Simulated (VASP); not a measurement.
These are PBEsol GGA, VASP's PBE PAW potentials (set 64) (plane waves; VASP) values and carry that method's errors.

VASP input:

### POSCAR
```
Cd4STe3
1
    0.0000000000     3.1606762417     3.1606762417
    3.1606762417     0.0000000000     3.1606762417
   12.6425519892    12.6425519892     0.0001529774
Cd Te S
4 3 1
Direct
  0.0234946111   0.0234946111   0.9823790417
  0.0081595860   0.0081595860   0.2438803105
  0.9932038874   0.9932038874   0.5050970845
  0.9767479141   0.9767479141   0.7674390644
  0.2628319529   0.2628319529   0.0528760354
  0.2481593871   0.2481593871   0.3138804597
  0.2332909945   0.2332909945   0.5750317542
  0.2541116669   0.2541116669   0.8094162499
```

**KPOINTS**
```
K-points
0
Gamma
 7 7 2
0 0 0
```

INCAR:
```
! general
SYSTEM  = Cd4STe3
PREC    = Accurate
ENCUT   = 400
LREAL   = .False.   ! projection in real space or not
LASPH   = .True.   ! aspherical one-centre terms

! electronic loop
EDIFF   = 1E-7
NELM    = 100
ALGO    = Normal   ! blocked Davidson
LMAXMIX = 4   ! l cut-off of mixed one-centre charges

! smearing
ISMEAR  = -5

! functional
GGA     = PS

! ions
ISIF    = 2

! output
LWAVE   = .False.
LCHARG  = .True.
LORBIT  = 11   ! lm-projected
NEDOS   = 601   ! DOS grid

! other
LEFG    = .True.
```

POTCAR, in this order: Cd Te S (PBE.64 set). Program: vasp_std.

What VASP printed:

**OSZICAR**
```
       N       E                     dE             d eps       ncg     rms          rms(c)
DAV:   1     0.415302040372E+03    0.41530E+03   -0.28596E+04  2752   0.120E+03
DAV:   2     0.518308826762E+00   -0.41478E+03   -0.40735E+03  3086   0.317E+02
DAV:   3    -0.239504135341E+02   -0.24469E+02   -0.24363E+02  3168   0.771E+01
DAV:   4    -0.243190226617E+02   -0.36861E+00   -0.36827E+00  3392   0.849E+00
DAV:   5    -0.243242135472E+02   -0.51909E-02   -0.51902E-02  3174   0.995E-01    0.124E+01
DAV:   6    -0.230537685303E+02    0.12704E+01   -0.31948E+00  3223   0.139E+01    0.991E+00
DAV:   7    -0.230112266066E+02    0.42542E-01   -0.12619E+00  2875   0.469E+00    0.335E+00
DAV:   8    -0.229925378089E+02    0.18689E-01   -0.17517E-01  3250   0.324E+00    0.962E-01
DAV:   9    -0.229932507497E+02   -0.71294E-03   -0.26319E-02  2976   0.114E+00    0.418E-01
DAV:  10    -0.229932235768E+02    0.27173E-04   -0.26594E-03  3181   0.322E-01    0.165E-01
DAV:  11    -0.229932622047E+02   -0.38628E-04   -0.60605E-04  3085   0.139E-01    0.542E-02
DAV:  12    -0.229932676713E+02   -0.54667E-05   -0.17263E-04  3109   0.632E-02    0.327E-02
DAV:  13    -0.229932807672E+02   -0.13096E-04   -0.28767E-05  2901   0.370E-02    0.165E-02
DAV:  14    -0.229932826070E+02   -0.18398E-05   -0.61077E-06  3165   0.172E-02    0.406E-03
DAV:  15    -0.229932830484E+02   -0.44144E-06   -0.73087E-07  2588   0.454E-03    0.237E-03
DAV:  16    -0.229932832503E+02   -0.20189E-06   -0.47569E-07  2205   0.358E-03    0.114E-03
DAV:  17    -0.229932832921E+02   -0.41761E-07   -0.61637E-08  2114   0.148E-03
   1 F= -.22993283E+02 E0= -.22993283E+02  d E =0.000000E+00
```

### OUTCAR
```
------------------------ aborting loop because EDIFF is reached ----------------------------------------
  FORCE on cell =-STRESS in cart. coord.  units (eV):
  Direction    XX          YY          ZZ          XY          YZ          ZX
  --------------------------------------------------------------------------------------
  Total       -0.0117873     -0.0117873     -0.0117873      0.0231131     -0.0231131     -0.0231131
  in kB       -0.0747656     -0.0747656     -0.0747656      0.1466041     -0.1466041     -0.1466041
  external PRESSURE =      -0.0747656 kB  Pullay stress =       0.0000000 kB
  volume of cell :      252.59
      direct lattice vectors                 reciprocal lattice vectors
     0.000000000  3.160676242  3.160676242    -0.158194952  0.158193037  0.158194952
     3.160676242  0.000000000  3.160676242     0.158193037 -0.158194952  0.158194952
    12.642551989 12.642551989  0.000152977     0.039549216  0.039549216 -0.039549216
 POSITION                                       TOTAL-FORCE (eV/Angst)
 -----------------------------------------------------------------------------------
     12.49404     12.49404      0.14867        -0.008869     -0.008869      0.008869
      3.10906      3.10906      0.05162        -0.000768     -0.000768      0.000768
      9.52491      9.52491      6.27847        -0.000499     -0.000499      0.000499
     12.78957     12.78957      6.17449         0.005801      0.005801     -0.005801
      1.49921      1.49921      1.66146        -0.007869     -0.007869      0.007869
      4.75260      4.75260      1.56875         0.007940      0.007940     -0.007940
      8.00723      8.00723      1.47480         0.003909      0.003909     -0.003909
     11.03625     11.03625      1.60645         0.000355      0.000355     -0.000355
 -----------------------------------------------------------------------------------
    total drift:                                0.000317      0.000317     -0.000323
  FREE ENERGIE OF THE ION-ELECTRON SYSTEM (eV)
  ---------------------------------------------------
  free  energy   TOTEN  =       -22.9932832921 eV

  energy  without entropy=      -22.9932832921  energy(sigma->0) =      -22.99328329

 total charge

# of ion       s       p       d       tot
------------------------------------------
    1        0.469   0.341   9.531  10.341
    2        0.478   0.337   9.523  10.338
    3        0.478   0.338   9.523  10.338
    4        0.426   0.263   9.549  10.238
    5        1.350   2.064   0.023   3.437
    6        1.351   2.060   0.024   3.435
    7        1.352   2.061   0.023   3.436
    8        1.327   2.321   0.000   3.648
--------------------------------------------------
tot          7.232   9.783  38.195  55.211

 Electric field gradients after diagonalization (V/A^2)
 (convention: |V_zz| > |V_xx| > |V_yy|)
----------------------------------------------------------------------
 ion       V_xx      V_yy      V_zz     asymmetry (V_yy - V_xx)/ V_zz
----------------------------------------------------------------------
   1      10.200    10.196   -20.396       0.000
   2      -0.749    -0.745     1.494       0.003
   3      -1.841    -1.836     3.677       0.001
   4       1.324     1.320    -2.644       0.001
   5     -28.024   -28.023    56.048       0.000
   6     -26.613   -26.613    53.226       0.000
   7     -25.051   -25.050    50.101       0.000
   8      15.980    15.979   -31.959       0.000
```
(Selected blocks of OUTCAR.)

The structure was generated: Cd4STe3 was put into an ordered model structure (R3m), which need not be its known phase. It was relaxed first.
